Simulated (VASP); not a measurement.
# Band-edge properties of AsN (F-43m), part 3 of 3

Aim: the gap of AsN, the masses at its band edges and their response to strain. The cell is generated by rule, not measured, and may not be a known phase.

VASP 6.6.1, plane waves and PAW; the level of theory is named at each step.

Still holding for the runs below: The k-mesh is coarse for a metal.

So far. Step 3 (Bands on a dense mesh): At 53.7 GPa the cell is away from the equilibrium volume of this level: left free, it would expand.

The structure was built from a prototype and need not be the compound's stable phase.

## (6) Bands with HSE06

This step: HSE06; plane waves and PAW (As, N); invented cell (VASP 6.6.1).

A quarter of screened exact exchange corrects much of the semilocal gap error; its cost forces a coarser mesh.

INCAR

```
SYSTEM = AsN
PREC = Accurate
ENCUT = 520
EDIFF = 1E-06
NELM = 100
ISMEAR = 0
SIGMA = 0.02
LREAL = .FALSE.
ALGO = Normal
LHFCALC = .TRUE.
AEXX = 0.25
GGA = PE
HFSCREEN = 0.2
LASPH = .TRUE.
NBANDS = 11
PRECFOCK = Fast
LORBIT = 11
LWAVE = .FALSE.
LCHARG = .FALSE.
KPAR = 4
ISIF = 2
```

POSCAR

```
AsN
1.0
    0.0000000000      2.2285700000      2.2285700000
    2.2285700000      0.0000000000      2.2285700000
    2.2285700000      2.2285700000      0.0000000000
As N
1 1
Direct
    0.0000000000      0.0000000000      0.0000000000
    0.2500000000      0.2500000000      0.2500000000
```

KPOINTS

```
Automatic mesh
0
Gamma
6 6 6
0 0 0
```

KPOINTS_OPT

```
Line mode
8
Line-mode
Reciprocal
  0.00000000   0.00000000   0.00000000 GAMMA
  0.50000000   0.00000000   0.50000000 X

  0.50000000   0.00000000   0.50000000 X
  0.50000000   0.25000000   0.75000000 W

  0.50000000   0.25000000   0.75000000 W
  0.37500000   0.37500000   0.75000000 K

  0.37500000   0.37500000   0.75000000 K
  0.00000000   0.00000000   0.00000000 GAMMA

  0.00000000   0.00000000   0.00000000 GAMMA
  0.50000000   0.50000000   0.50000000 L

  0.50000000   0.50000000   0.50000000 L
  0.62500000   0.25000000   0.62500000 U

  0.62500000   0.25000000   0.62500000 U
  0.50000000   0.25000000   0.75000000 W

  0.50000000   0.25000000   0.75000000 W
  0.50000000   0.50000000   0.50000000 L

  0.50000000   0.50000000   0.50000000 L
  0.37500000   0.37500000   0.75000000 K

  0.62500000   0.25000000   0.62500000 U
  0.50000000   0.00000000   0.50000000 X
```

The projector-augmented-wave data sets are As and N (LDA family, release 64).

The WAVECAR or CHGCAR of an earlier step is read.

Command:

```sh
$ mpirun -np 4 vasp_std
```

Log:

```text
[banner, memory and clock lines left out]
running    4 mpi-ranks, on    1 nodes
 distrk:  each k-point on    1 cores,    4 groups
 distr:  one band on    1 cores,    1 groups

 POSCAR found type information on POSCAR AsN
 POSCAR found :  2 types and       2 ions
 [... a notice as in an earlier step ...]

 LDA part: xc-table for (Slater+PW92), standard interpolation
 found WAVECAR, reading the header
 POSCAR, INCAR and KPOINTS ok, starting setup
 FFT: planning ... GRIDC
 FFT: planning ... GRID_SOFT
 FFT: planning ... GRID
 reading WAVECAR
 the WAVECAR file was read successfully
 initial charge from wavefunction
 entering main loop
       N       E                     dE             d eps       ncg     rms          rms(c)
DAV:   1    -0.119250676233E+02   -0.11925E+02   -0.52235E-01   367   0.552E+00    0.135E+00
DAV:   2    -0.119255497737E+02   -0.48215E-03   -0.66920E-03   397   0.587E-01    0.844E-01
DAV:   3    -0.119239027899E+02    0.16470E-02   -0.15092E-03   373   0.295E-01    0.496E-01
DAV:   4    -0.119234257136E+02    0.47708E-03   -0.49005E-04   358   0.128E-01    0.290E-01
DAV:   5    -0.119233082505E+02    0.11746E-03   -0.18143E-04   382   0.683E-02    0.170E-01
DAV:   6    -0.119232832478E+02    0.25003E-04   -0.44972E-05   385   0.334E-02    0.100E-01
DAV:   7    -0.119232768918E+02    0.63561E-05   -0.10085E-05   385   0.154E-02    0.596E-02
DAV:   8    -0.119232753050E+02    0.15867E-05   -0.25295E-06   212   0.853E-03    0.360E-02
DAV:   9    -0.119232756370E+02   -0.33192E-06   -0.67882E-07   176   0.538E-03
   1 F= -.11923276E+02 E0= -.11922680E+02  d E =-.119170E-02
 Start KPOINTS_OPT (optional k-point list driver)
k-point batch [1-16\80]
       N       E                     dE             ncg
DAV:   1     0.464157220937E+03   -0.56344E+04      360
DAV:   2    -0.109918423480E+03   -0.57408E+03      424
DAV:   3    -0.138383132958E+03   -0.28465E+02      433
DAV:   4    -0.138681512624E+03   -0.29838E+00      427
DAV:   5    -0.138683429271E+03   -0.19166E-02      427
DAV:   6    -0.138683434034E+03   -0.47627E-05      412
DAV:   7    -0.138683434048E+03   -0.13719E-07      310
[...]
k-point batch [65-80\80]
       N       E                     dE             ncg
DAV:   1     0.316243519000E+03   -0.71116E+04      368
DAV:   2    -0.178360732109E+03   -0.49460E+03      462
DAV:   3    -0.199892066186E+03   -0.21531E+02      433
DAV:   4    -0.200115509690E+03   -0.22344E+00      421
DAV:   5    -0.200116469245E+03   -0.95956E-03      412
DAV:   6    -0.200116472168E+03   -0.29230E-05      409
DAV:   7    -0.200116472177E+03   -0.94441E-08      350
```

It took 5.8 min on 4 MPI ranks of AMD EPYC 7R43, shared host; peak memory 0.9 GiB; 23 min of CPU time.

OUTCAR, selected parts (step 6):

```text
   k-points           NKPTS =     16   k-points in BZ     NKDIM =    216   number of bands    NBANDS=     11

   NELECT =      10.0000    total number of electrons

  exchange ACFDT corr.  =         0.00000000  see jH, gK, PRB 81, 115126

 E-fermi :  10.4300

 k-point     1 :       0.0000    0.0000    0.0000
  band No.  band energies     occupation
      1     -14.2716      2.00000
      2       3.9978      2.00000
      3       3.9978      2.00000
      4       3.9978      2.00000
      5       4.5402      2.00000
      6      12.6312      0.00000
      7      12.6312      0.00000
      8      12.6312      0.00000
      9      20.3905      0.00000
     10      24.0074      0.00000
    ...

  Total        8.1289721      8.1289721      8.1289721      0.0000000      0.0000000      0.0000000
  in kB      588.3521980    588.3521980    588.3521980      0.0000000      0.0000000      0.0000000
  external PRESSURE =     588.3521980 kB  Pullay stress =       0.0000000 kB

 POSITION                                       TOTAL-FORCE (eV/Angst)
 -----------------------------------------------------------------------------------
      0.00000      0.00000      0.00000         0.000000     -0.000000      0.000000
      1.11428      1.11428      1.11428        -0.000000      0.000000     -0.000000
 -----------------------------------------------------------------------------------
    total drift:                                0.000000     -0.000001     -0.000000

  FREE ENERGIE OF THE ION-ELECTRON SYSTEM (eV)
  ---------------------------------------------------
  free  energy   TOTEN  =       -11.9232756370 eV

  energy  without entropy=      -11.9220839413  energy(sigma->0) =      -11.92267979

[... 7 parts as in an earlier step ...]

[... 9 further parts left out ...]
```

This step gave:

```
SCF cycles              : 9
free energy (TOTEN)     : -11.92 eV
energy at zero smearing : -11.92 eV
Fermi energy            : 10.43 eV
pressure                : 58.84 GPa
```

The electronic bands at the labelled points (eV, zero at the Fermi level; # counts the bands kept, so #1 is VASP's band 2):

```
          point      #1      #2      #3     #4     #5    #6    #7     #8
              Γ   -6.43   -6.43   -6.43  -5.89   2.20  2.20  2.20   9.96
0.57 of the way  -12.71   -8.74   -8.74  -1.88  -0.92  5.71  5.71   6.53
              X  -15.93   -9.76   -9.76  -3.51  -1.25  7.75  8.00   8.00
0.43 of the way  -15.81  -10.26  -10.25  -2.24  -0.32  6.52  7.40   8.07
              W  -15.60  -10.94  -10.89   0.79   1.36  3.20  6.54   8.18
0.43 of the way  -15.60  -11.34  -10.10  -0.44   1.37  4.18  6.94   7.85
              K  -15.63  -11.56   -9.18  -1.94   1.37  6.03  6.57   7.50
0.43 of the way  -13.37   -9.99   -7.43  -1.33   1.94  3.41  3.74   9.90
              Γ   -6.43   -6.43   -6.43  -5.89   2.20  2.20  2.20   9.96
0.57 of the way  -12.86   -7.29   -7.29  -3.35   2.92  3.19  3.19  10.61
              L  -15.85   -7.72   -7.72  -3.63   3.17  3.17  4.31  10.59
0.57 of the way  -15.52  -10.62   -8.47  -1.43   1.78  4.74  4.88   9.56
              U  -15.63  -11.56   -9.18  -1.94   1.37  6.03  6.57   7.50
0.43 of the way  -15.61  -11.44   -9.76  -1.01   1.37  4.70  7.12   7.60
              W  -15.60  -10.94  -10.89   0.79   1.36  3.20  6.54   8.18
0.43 of the way  -15.47  -10.89   -9.04  -0.47   1.31  3.85  6.14   8.81
              L  -15.85   -7.72   -7.72  -3.63   3.17  3.17  4.31  10.59
0.43 of the way  -15.63   -9.78   -8.19  -1.81   1.89  4.22  4.71  10.49
              K  -15.63  -11.56   -9.18  -1.94   1.37  6.03  6.57   7.50
      jump to U  -15.63  -11.56   -9.18  -1.94   1.37  6.03  6.57   7.50
0.43 of the way  -15.82  -10.72   -9.56  -2.68  -0.24  7.23  7.47   7.50
              X  -15.93   -9.76   -9.76  -3.51  -1.25  7.75  8.00   8.00
```

Of the projections kept (As, N), the largest for each band there; the rest of the weight can lie on other orbitals:

```
point       #1      #2      #3       #4       #5       #6       #7       #8
    Γ   N 0.79  N 0.79  N 0.79   N 0.57  As 0.96  As 0.96  As 0.96  As 0.99
    X  As 0.76  N 0.60  N 0.60  As 0.76  As 0.60   N 0.84  As 0.53  As 0.53
    W  As 0.78  N 0.60  N 0.52   N 0.65   N 0.65  As 0.77  As 0.78  As 0.55
    K  As 0.76  N 0.54  N 0.62  As 0.68   N 0.65  As 0.51  As 0.60  As 0.60
    Γ   N 0.79  N 0.79  N 0.79   N 0.57  As 0.96  As 0.96  As 0.96  As 0.99
    L  As 0.66  N 0.69  N 0.69  As 0.62  As 0.85  As 0.85   N 0.79  As 0.54
```

The electronic bands as a text plot (rows in eV, shown from -8.0 to 6.5 only):

```
    6.2 |    **    *     *                    **             **
    5.6 |    **     *     *                  **             **
    5.0 |               * *                  *       **    **
    4.4 |   *          *   *            *****   *      ****
    3.8 |            *     ****        *   *     *  ***
    3.2 |  *          *     ****     ******       **   ***
    2.6 | *                    *** **     **           * *
    2.0 |**               ****  ******      ***       *   ****
    1.4 |            *****    **               *******
    0.8 |  *          *                           **          *
    0.2 |           **                           *  *
   -0.4 |   *      *   *                                       *
   -1.0 |    ******       ****                  *    *          *
   -1.6 |   ***     *   **                  ****          ****
   -2.2 |          *          *            *          *       *
   -2.9 |  *   *                                               *
   -3.5 |       ***            *     ******            ***      *
   -4.1 |                           *
   -4.7 | *                     ** *
   -5.3 |
   -5.9 |*                        *
   -6.5 |**                    ******
   -7.1 |  *                  *      **
   -7.7 | *                 ** *   *   *****           ***
         Γ       X    W  K        Γ      L     U  W     L   K|U X
```

Of the bands kept, 2 cross the Fermi level on this path.

## (7) Results

```
gap, LDA                               : none
gap with spin-orbit coupling           : none
gap, HSE06 without spin-orbit coupling : none
```

At this level the bands overlap or touch. Masses were not obtained, since there is no gap at this level. The strain response was not obtained, since there is no gap at this level.

[Lines on the potential files, build, host, timing and source positions are cut from VASP's logs without a mark.]

[Logs are printed without paths, hosts, clocks, repeated set-up lines and the standing remarks that a program may print on its own settings, such as how far it seeks lower states.]

[Hosts, paths, dates, database ids (printed as entryN), source tags and the programs' standing remarks are cut or masked in the printed files.]

[In band tables of VASP the shares of atoms and orbitals are scaled to a sum of 1 inside the atoms' spheres.]

[Gaps and slopes under strain along one axis are those of the sampled path and mesh points; where strain splits equal valleys, another of them can be the edge.]
